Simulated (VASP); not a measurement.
OSZICAR of a VASP run on TiAu4 (atoms displaced from the space group 87 structure):

**OSZICAR**
```
       N       E                     dE             d eps       ncg     rms          rms(c)
DAV:   1     0.371786708679E+03    0.37179E+03   -0.20370E+04  3366   0.120E+03
DAV:   2    -0.622022925197E+01   -0.37801E+03   -0.36813E+03  3690   0.347E+02
DAV:   3    -0.304148522359E+02   -0.24195E+02   -0.23729E+02  4227   0.851E+01
DAV:   4    -0.312029391720E+02   -0.78809E+00   -0.78575E+00  4364   0.151E+01
DAV:   5    -0.312214439787E+02   -0.18505E-01   -0.18494E-01  4296   0.222E+00    0.199E+01
DAV:   6    -0.284454857588E+02    0.27760E+01   -0.15044E+01  3991   0.252E+01    0.101E+01
DAV:   7    -0.285119912520E+02   -0.66505E-01   -0.99813E+00  4703   0.203E+01    0.103E+01
DAV:   8    -0.279110230309E+02    0.60097E+00   -0.19223E+00  4344   0.830E+00    0.437E+00
DAV:   9    -0.279003071543E+02    0.10716E-01   -0.30439E-01  5062   0.256E+00    0.100E+00
DAV:  10    -0.278854384267E+02    0.14869E-01   -0.70919E-02  4339   0.166E+00    0.183E-01
DAV:  11    -0.278857438880E+02   -0.30546E-03   -0.10253E-03  3570   0.206E-01    0.180E-01
DAV:  12    -0.278853572001E+02    0.38669E-03   -0.18676E-03  4792   0.245E-01    0.159E-02
DAV:  13    -0.278853615576E+02   -0.43575E-05   -0.40914E-05  3663   0.330E-02    0.400E-03
DAV:  14    -0.278853616108E+02   -0.53189E-07   -0.11681E-06  2933   0.577E-03
   1 F= -.27885362E+02 E0= -.27840099E+02  d E =-.905260E-01
```

Question: Which electronic solver shows in the log?

Answer: It is blocked Davidson (ALGO = Normal, or the opening steps of other solvers). The INCAR had ALGO = Normal.

Question: Can the final energy be trusted as converged?

Answer: Self-consistency was reached. It stopped with EDIFF = 1E-6, NELM = 100 (LDA (Ceperley-Alder, Perdew-Zunger), plane waves, VASP's LDA PAW potentials (set 64)).

The structure comes from a computed database's TiAu4 entry; how it stands against other phases isn't given here. The cell was not relaxed at this level, atoms are displaced from their ideal sites. The k-mesh is coarse (spacing up to 0.37 per Å, 2π included), so the numbers may not be converged in it. The run is one of a series of settings (GGA removed, POTCAR Ti_sv Au (LDA.64 set) against the base run), some of them coarse on purpose.
